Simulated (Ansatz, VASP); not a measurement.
**Cu: VASP beside Ansatz**

One calculation is typed for both programs; each brings its own data sets. How far apart do they land? The structure shown is frame 250 of Ansatz's trajectory.

Program: Ansatz 0.2.0. Level of theory: plane waves, with VASP 6.6.1 beside it; single point at PBE. Results are calculated unless marked as measured.

## Step 1: The starting structure

The cell holds 48 atoms: 48 Cu. Cell: a = 8.587 Å, b = 8.587 Å, c = 8.587 Å, α = 90.0°, β = 90.0°, γ = 90.0°. As first built, before any earlier steps moved the atoms (in the runner's words): 48 atoms (48 Cu) placed at random at 8 g/cm^3, melted at 2023 K for 5 ps at fixed volume with the EAM Cu potential (Mishin et al., Phys. Rev. B 63, 224106 (2001)). Snapshot at the end of a hold of 8 ps at 1423 K and fixed volume.

## Step 2: Ansatz: dynamics, PBE

Ansatz runs on its default PAW (the set named soft_2) files.

One frame of this run of dynamics is then solved in both programs, so the motion causes no difference.

The input, input.yaml:

```yaml
crystal:
  lattice:
    - [8.5873, 0.0, 0.0]
    - [0.0, 8.5873, 0.0]
    - [0.0, 0.0, 8.5873]
  atoms:
    - { symbol: Cu, position: [0.38718, 0.16234, 0.97614] }
    - { symbol: Cu, position: [0.14512, 0.41295, 0.97402] }
    - { symbol: Cu, position: [0.37929, 0.18134, 0.63413] }
    - { symbol: Cu, position: [0.9421, 0.1963, 0.93589] }
    - { symbol: Cu, position: [0.90911, 0.69371, 0.72348] }
    - { symbol: Cu, position: [0.92966, 0.96912, 0.80459] }
    - { symbol: Cu, position: [0.63869, 0.18446, 0.7812] }
    - { symbol: Cu, position: [0.37663, 0.43556, 0.82833] }
    - { symbol: Cu, position: [0.92291, 0.9298, 0.1286] }
    - { symbol: Cu, position: [0.87342, 0.46275, 0.83563] }
    - { symbol: Cu, position: [0.39742, 0.68202, 0.00691] }
    - { symbol: Cu, position: [0.86765, 0.18962, 0.29624] }
    - { symbol: Cu, position: [0.90067, 0.4208, 0.48443] }
    - { symbol: Cu, position: [0.41094, 0.449, 0.15163] }
    - { symbol: Cu, position: [0.62095, 0.43605, 0.96758] }
    - { symbol: Cu, position: [0.43963, 0.94134, 0.8215] }
    - { symbol: Cu, position: [0.39895, 0.68922, 0.32737] }
    - { symbol: Cu, position: [0.40903, 0.69626, 0.62769] }
    - { symbol: Cu, position: [0.16782, 0.65561, 0.1482] }
    - { symbol: Cu, position: [0.65445, 0.64577, 0.82949] }
    - { symbol: Cu, position: [0.66027, 0.43121, 0.31287] }
    - { symbol: Cu, position: [0.43036, 0.41378, 0.47125] }
    - { symbol: Cu, position: [0.18698, 0.90573, 0.30065] }
    - { symbol: Cu, position: [0.92461, 0.44168, 0.16703] }
    - { symbol: Cu, position: [0.13489, 0.15178, 0.16187] }
    - { symbol: Cu, position: [0.14989, 0.14033, 0.48892] }
    - { symbol: Cu, position: [0.92444, 0.70397, 0.02159] }
    - { symbol: Cu, position: [0.63959, 0.19439, 0.11186] }
    - { symbol: Cu, position: [0.97083, 0.88964, 0.48996] }
    - { symbol: Cu, position: [0.6171, 0.41612, 0.66409] }
    - { symbol: Cu, position: [0.17927, 0.92909, 0.6548] }
    - { symbol: Cu, position: [0.70663, 0.91396, 0.97912] }
    - { symbol: Cu, position: [0.1669, 0.41685, 0.64736] }
    - { symbol: Cu, position: [0.7244, 0.9268, 0.63456] }
    - { symbol: Cu, position: [0.19131, 0.90909, 0.97747] }
    - { symbol: Cu, position: [0.67128, 0.65756, 0.502] }
    - { symbol: Cu, position: [0.6779, 0.95749, 0.31604] }
    - { symbol: Cu, position: [0.17655, 0.6768, 0.80433] }
    - { symbol: Cu, position: [0.09731, 0.65326, 0.50494] }
    - { symbol: Cu, position: [0.65946, 0.67466, 0.13415] }
    - { symbol: Cu, position: [0.40202, 0.17404, 0.30541] }
    - { symbol: Cu, position: [0.91022, 0.70697, 0.31575] }
    - { symbol: Cu, position: [0.65358, 0.20454, 0.51198] }
    - { symbol: Cu, position: [0.91078, 0.19305, 0.64822] }
    - { symbol: Cu, position: [0.16276, 0.43985, 0.3397] }
    - { symbol: Cu, position: [0.46309, 0.92262, 0.14427] }
    - { symbol: Cu, position: [0.43399, 0.97296, 0.47503] }
    - { symbol: Cu, position: [0.17543, 0.17189, 0.79156] }
kpoints:
  mp_grid: { grid: [1, 1, 1] }
hamiltonian:
  xc: pbe
scf:
  occupations: { method: fermi_dirac, width: 0.123 }
output:
  forces: true
  stress: true
md:
  timestep: 4.0
  n_steps: 750
  ensemble: nvt_nose_hoover
  temperature: 1423
  initial_velocities: maxwell_boltzmann
  seed: 6
```

Command:

```console
$ ansatz run input.yaml --threads 4 --pin off --max-ram 15360MiB --backend cpu --events-out ev --progress --plain --runs-dir out
```

Numbers of over 12 decimals in the logs are rounded to 6 here.

Log:

```text
Warning: md: disabling space-group detection — thermal motion breaks the input geometry's symmetry, so no spatial operation reduces the k-mesh or symmetrises the density; time reversal is kept, so that k and −k are solved as one point where they differ and the mesh holds both, and exact exchange and, on two spinor components, a DFT+U term hold to it where the run has them: on two components no moment then forms, and  [...]
Warning: output.stress: scf.convergence.dr2_threshold = 4.8e-8 eV (the default of an md: trajectory) is looser than the 4.8e-9 eV advised for a printed stress (1e-10 eV for each atom of the cell: 48). What an SCF threshold leaves in a stress goes as its square root, and in the free energy as the threshold itself, and one threshold admits the most on a small cell: [figures from the program's tests cut] Set scf.converg [...]
band count auto-derived: 551 (N_el = 912.0; filled up to band 456; 548 by the electrons, moments and atoms)
Engine: ansatz 0.2.0, aarch64-unknown-linux-gnu
Pseudopotentials: kind: paw
Pseudopotential: Cu, paw, valence charge 19, recommended cutoff 420 eV (normal), Cu.paw.azcp
Functional definition: PBE
  parameter kappa = 0.804
  parameter beta = 0.066725
  exchange = pbe_x(kappa = kappa, mu = beta*pi^2/3)
  correlation = pbe_c(beta = beta)
Crystal: 48 atoms, lattice volume = 633.242 Å³
Basis set: ecut = 420 eV, 12293 PW (Γ), exchange–correlation on 120×120×120 points (8 copies of the dense FFT grid, shifted against one another)
Bands: 551, of which v1, the nominal top of the filled ones, is band 456 counted from 1 (455 counted from 0)
Symmetry: 1 space group operations
k-points: 1
Non-local potential: Cu, projectors of the file, l = 0: 3, l = 1: 2, l = 2: 3, l = 3: 1
PAW form: soft (Blöchl's): semilocal exchange-correlation on the pseudo side does not see the compensation charge
PAW one-centre angular grid: Cu, 590 points (default); XC on 64 Gauss nodes
Initial density: superposition of atomic densities (neutral atoms: chi_scale 0, normalization atom), corrected by the library's trained network
Initial wavefunctions: pseudopotential atomic-orbital guess
Functional: x = pbe(κ = 0.804, μ = 0.219515), c = pbe(β = 0.066725)
SCF iter   1: F=—  HF=-318001.773689 eV  |F-HF|=—  |Δ(HF+E_count)|=         —  Δρ=8.65e-3  dr2=4.03e-1  ethr=1.77e-3  ⟨swp⟩=4.0  Hψ=1609  notcnv=0  defer=52
preconditioner: auto → Kerker (q_TF=auto, 2.899 Å⁻¹)  [metal: Δε(μ)=0.101 eV  Ē_g=9.653 eV  σ=0.123 eV  W_gap=0.20  n_scr=250 (ndim 8)  ℏωp=33.9 eV  f_vac=0.000  D(μ)=29.13/eV (n_scr^D=250)]
SCF iter   2: F=—  HF=-318001.727217 eV  |F-HF|=—  |Δ(HF+E_count)|=   4.65e-2  Δρ=2.88e-3  dr2=8.98e-2  ethr=4.42e-5  ⟨swp⟩=2.0  Hψ=897  notcnv=0  defer=55
SCF iter   3: F=—  HF=-318001.714804 eV  |F-HF|=—  |Δ(HF+E_count)|=   1.24e-2  Δρ=1.89e-3  dr2=4.14e-2  ethr=9.84e-6  ⟨swp⟩=1.0  Hψ=479  notcnv=0  defer=55
SCF iter   4: F=—  HF=-318001.710146 eV  |F-HF|=—  |Δ(HF+E_count)|=   4.66e-3  Δρ=5.03e-4  dr2=5.66e-3  ethr=4.54e-6  ⟨swp⟩=2.0  Hψ=715  notcnv=0  defer=55
SCF iter   5: F=—  HF=-318001.709850 eV  |F-HF|=—  |Δ(HF+E_count)|=   2.96e-4  Δρ=2.42e-4  dr2=7.17e-4  ethr=6.20e-7  ⟨swp⟩=2.0  Hψ=739  notcnv=0  defer=55
SCF iter   6: F=—  HF=-318001.710016 eV  |F-HF|=—  |Δ(HF+E_count)|=   1.66e-4  Δρ=1.78e-4  dr2=2.63e-4  ethr=7.86e-8  ⟨swp⟩=2.0  Hψ=932  notcnv=0  defer=55
SCF iter   7: F=—  HF=-318001.710023 eV  |F-HF|=—  |Δ(HF+E_count)|=   6.93e-6  Δρ=5.23e-5  dr2=5.31e-5  ethr=2.89e-8  ⟨swp⟩=2.0  Hψ=874  notcnv=0  defer=55
SCF iter   8: F=—  HF=-318001.709765 eV  |F-HF|=—  |Δ(HF+E_count)|=   2.58e-4  Δρ=2.01e-5  dr2=5.63e-6  ethr=5.82e-9  ⟨swp⟩=2.0  Hψ=1002  notcnv=0  defer=65
SCF iter   9: F=—  HF=-318001.709764 eV  |F-HF|=—  |Δ(HF+E_count)|=   1.46e-7  Δρ=1.63e-5  dr2=1.84e-6  ethr=6.17e-10  ⟨swp⟩=2.0  Hψ=935  notcnv=0  defer=65
SCF iter  10: F=—  HF=-318001.709764 eV  |F-HF|=—  |Δ(HF+E_count)|=   2.21e-7  Δρ=8.34e-6  dr2=4.39e-7  ethr=2.02e-10  ⟨swp⟩=2.0  Hψ=935  notcnv=0  defer=65
[...]
md step   712: t =  2848.00 fs  T =  1587.9 K  F+E_penalty+E_count = -317999.27648360 eV  E_kin = 9.647126 eV  conserved = -317993.06040802 eV  P_inst = 1.7024 GPa  (6 SCF iters)
md step   714: t =  2856.00 fs  T =  1500.9 K  F+E_penalty+E_count = -317998.90899784 eV  E_kin = 9.118469 eV  conserved = -317993.05334112 eV  P_inst = 1.8878 GPa  (6 SCF iters)
md step   716: t =  2864.00 fs  T =  1452.3 K  F+E_penalty+E_count = -317998.78870975 eV  E_kin = 8.823088 eV  conserved = -317993.05326817 eV  P_inst = 1.9569 GPa  (6 SCF iters)
md step   718: t =  2872.00 fs  T =  1447.9 K  F+E_penalty+E_count = -317998.94852664 eV  E_kin = 8.796100 eV  conserved = -317993.05744453 eV  P_inst = 1.8764 GPa  (6 SCF iters)
md step   720: t =  2880.00 fs  T =  1451.2 K  F+E_penalty+E_count = -317999.16405485 eV  E_kin = 8.816465 eV  conserved = -317993.06060480 eV  P_inst = 1.7552 GPa  (11 SCF iters)
md step   722: t =  2888.00 fs  T =  1433.6 K  F+E_penalty+E_count = -317999.25597412 eV  E_kin = 8.709157 eV  conserved = -317993.06067878 eV  P_inst = 1.6851 GPa  (6 SCF iters)
md step   724: t =  2896.00 fs  T =  1395.7 K  F+E_penalty+E_count = -317999.22377820 eV  E_kin = 8.479110 eV  conserved = -317993.05855152 eV  P_inst = 1.6609 GPa  (7 SCF iters)
md step   726: t =  2904.00 fs  T =  1358.6 K  F+E_penalty+E_count = -317999.19158226 eV  E_kin = 8.253681 eV  conserved = -317993.05743809 eV  P_inst = 1.6083 GPa  (6 SCF iters)
md step   728: t =  2912.00 fs  T =  1334.1 K  F+E_penalty+E_count = -317999.22973120 eV  E_kin = 8.105045 eV  conserved = -317993.05930828 eV  P_inst = 1.4847 GPa  (6 SCF iters)
md step   730: t =  2920.00 fs  T =  1310.3 K  F+E_penalty+E_count = -317999.25936720 eV  E_kin = 7.960244 eV  conserved = -317993.06104733 eV  P_inst = 1.3388 GPa  (11 SCF iters)
md step   732: t =  2928.00 fs  T =  1278.5 K  F+E_penalty+E_count = -317999.22069118 eV  E_kin = 7.767072 eV  conserved = -317993.05897177 eV  P_inst = 1.2294 GPa  (6 SCF iters)
md step   734: t =  2936.00 fs  T =  1257.1 K  F+E_penalty+E_count = -317999.22813225 eV  E_kin = 7.637322 eV  conserved = -317993.05851979 eV  P_inst = 1.1433 GPa  (6 SCF iters)
md step   736: t =  2944.00 fs  T =  1248.8 K  F+E_penalty+E_count = -317999.30119177 eV  E_kin = 7.586995 eV  conserved = -317993.06321521 eV  P_inst = 1.0955 GPa  (5 SCF iters)
md step   738: t =  2952.00 fs  T =  1217.4 K  F+E_penalty+E_count = -317999.21160858 eV  E_kin = 7.395886 eV  conserved = -317993.06581266 eV  P_inst = 1.1861 GPa  (6 SCF iters)
md step   740: t =  2960.00 fs  T =  1145.5 K  F+E_penalty+E_count = -317998.84672313 eV  E_kin = 6.959039 eV  conserved = -317993.06211444 eV  P_inst = 1.4355 GPa  (11 SCF iters)
md step   742: t =  2968.00 fs  T =  1072.8 K  F+E_penalty+E_count = -317998.44802144 eV  E_kin = 6.517476 eV  conserved = -317993.05531556 eV  P_inst = 1.6795 GPa  (5 SCF iters)
md step   744: t =  2976.00 fs  T =  1063.4 K  F+E_penalty+E_count = -317998.41359334 eV  E_kin = 6.460090 eV  conserved = -317993.05350807 eV  P_inst = 1.6952 GPa  (6 SCF iters)
md step   746: t =  2984.00 fs  T =  1130.7 K  F+E_penalty+E_count = -317998.83272461 eV  E_kin = 6.869017 eV  conserved = -317993.06055068 eV  P_inst = 1.4528 GPa  (6 SCF iters)
md step   748: t =  2992.00 fs  T =  1210.7 K  F+E_penalty+E_count = -317999.31072536 eV  E_kin = 7.355344 eV  conserved = -317993.06690827 eV  P_inst = 1.1825 GPa  (5 SCF iters)
[...]
md step   750: t =  3000.00 fs  T =  1241.7 K  F+E_penalty+E_count = -317999.46936815 eV  E_kin = 7.543419 eV  conserved = -317993.06533112 eV  P_inst = 1.1026 GPa  (11 SCF iters)
SCF converged after 11 iterations
Free energy (F): -317999.469368 eV
Harris-Foulkes:  -317999.469368 eV  (|F-HF|=1.38e-8)
Internal energy: -317998.418404 eV  (E = F + TS)
E sigma→0 (E₀):  -317998.943886 eV
Entropy (-TS):   -1.050964 eV (-21.895 meV/atom)
Fermi energy:    14.222513 eV
--- Per-component energies (eV) ---
  E_band       = -19087.064703
  E_kinetic    = 14387.128230
  E_local      = -210225.929537  (includes V_loc(G=0)·N_el)
  E_nonlocal   = 18815.174239
  E_hartree    = 92652.466340
  E_xc         = -4268.991755
  E_vxc        = -5506.750243  (∫ρ·V_xc dr)
  E_paw        = -79911.757215  (= ΣΔE_a)
  E_vpaw       = -21861.631988  (= ΣTr[D̂ρ^β])
  E_aug_tail   = 0.013662  (compensation charges beyond the density's cutoff)
  E_ewald      = -149446.522368
  E_smearing   = -1.050964  (= −TS)
  E_closure    = -0.000000  (closes the sum)
  Σ components = -317999.469368   (vs F -317999.469368, Δ=0.00e0)
--- Forces (eV/Å), atoms counted from 1 ---
  atom   1  Cu    -0.52613613     1.06606236     0.26260776
  atom   2  Cu    -0.28420567     0.52168608    -0.73108739
  atom   3  Cu     0.08518646     0.36630992    -0.51916891
  atom   4  Cu    -0.50056868     0.50117160     0.92820198
  atom   5  Cu    -1.01692720    -0.23840738     0.63809504
  atom   6  Cu     0.75742725     0.36881576    -0.08111363
  atom   7  Cu     0.92008065     0.71079570     0.84304877
  atom   8  Cu    -0.30685238    -0.09111599     0.21680764
  atom   9  Cu     0.08583352     0.56506755    -1.12358722
  atom  10  Cu    -0.95975715     1.01123785     0.87835857
  atom  11  Cu     0.07237277     0.17850688     0.48663700
  atom  12  Cu     0.16339658     0.06326681    -0.16240446
  atom  13  Cu    -1.96251812    -1.18428968    -1.31385143
  atom  14  Cu     0.01714112     0.42084132    -0.51974692
  atom  15  Cu    -0.36531700    -0.67599720     0.31149734
  atom  16  Cu    -0.74659024    -0.04935634    -0.13622475
  atom  17  Cu     0.25931370    -0.76558562    -0.15828387
  atom  18  Cu     0.42238260     0.72853241     0.32157594
  atom  19  Cu    -0.43562109     0.70695660    -0.31681330
  atom  20  Cu    -0.89004514    -1.18294456    -0.25909684
  atom  21  Cu    -0.24940142    -1.64859295    -0.09965309
  atom  22  Cu     0.59117429    -0.58537235     0.90942014
  atom  23  Cu    -0.37242885    -0.01848268    -0.71758606
  atom  24  Cu    -1.51991487    -0.62175860    -0.83228484
[...]
atom  41  Cu    -0.14751277     0.55663948    -1.18323128
  atom  42  Cu     0.80518111     1.20780475     0.31478339
  atom  43  Cu     0.66919014     1.31574579    -1.11061737
  atom  44  Cu    -1.14429787     0.63724286    -0.52896993
  atom  45  Cu     1.65689640    -0.37811850     1.43722659
  atom  46  Cu     0.49615218    -0.23147742     0.11152156
  atom  47  Cu    -0.34019392    -0.94173892     0.55745917
  atom  48  Cu    -0.02488055    -0.01624930     0.23993785
  max |Σ_I F_I| component: 6.64e-6 eV/Å
--- Stress (GPa, compression-positive) ---
        1.121376       0.687927       1.481701
        0.687927      -0.756873       1.017895
        1.481701       1.017895      -0.955083
  P = ⅓ Tr σ = -0.1969 GPa (-1.969 kbar)
--- MD trajectory: 750 steps, t = 0.0 → 3000.0 fs ---
  final state: T = 1241.7 K   F+E_penalty+E_count = -317999.46936815 eV   E_kin = 7.543419 eV
  conserved energy: peak-to-peak 3.065e-2 eV (6.386e-4 eV/atom) over 3000.0 fs
```

Reading the cycles: dr2 is the Hartree energy of the density residual (eV), the measure of convergence; HF is the Harris–Foulkes estimate of the energy, which meets the free energy F at convergence.

[end of part 1 of 2]

[Lines on the potential files, build, host, timing and source positions are cut from VASP's logs without a mark.]

[Logs are printed without paths, hosts, clocks, repeated set-up lines and the standing remarks that a program may print on its own settings, such as how far it seeks lower states.]

[Hosts, paths, dates, database ids (printed as entryN), source tags and the programs' standing remarks are cut or masked in the printed files.]
